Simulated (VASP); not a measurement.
Data:

```xyz
2
Lattice="2.9696 0.0000 0.0000 0.0000 2.9696 0.0000 0.0000 0.0000 2.9696" Properties=species:S:1:pos:R:3 pbc="T T T"
Mo     0.0000     0.0000     0.0000
S      1.4848     1.4848     1.4848
```

The numbers are results of PBEsol GGA, VASP's PBE PAW potentials (set 64) (plane waves; VASP), not measurements. Run with 400 eV cut-off, Gaussian smearing of 0.050 eV, potentials Mo_sv S.

Question: Give the energies of bands 6 to 13 at the high-symmetry points, in eV from the Fermi level.

Answer: 
| band | Γ | X | M | R |
|---|---|---|---|---|
| 6 | -4.43 | -9.61 | -6.75 | -8.68 |
| 7 | -4.43 | -4.45 | -6.75 | -8.68 |
| 8 | -2.44 | -4.45 | -3.74 | -8.68 |
| 9 | -2.44 | -3.17 | -1.29 | 3.06 |
| 10 | -2.44 | 1.35 | -1.29 | 3.06 |
| 11 | 0.80 | 2.36 | -1.15 | 3.24 |
| 12 | 0.80 | 4.42 | 0.54 | 3.24 |
| 13 | 0.80 | 4.42 | 2.91 | 3.24 |

It has no gap at this level: it comes out as a metal or semimetal.

The structure was generated: MoS was put into the CsCl type type (Pm-3m), which need not be its known phase. It was relaxed first, which changed the volume by -31 %.
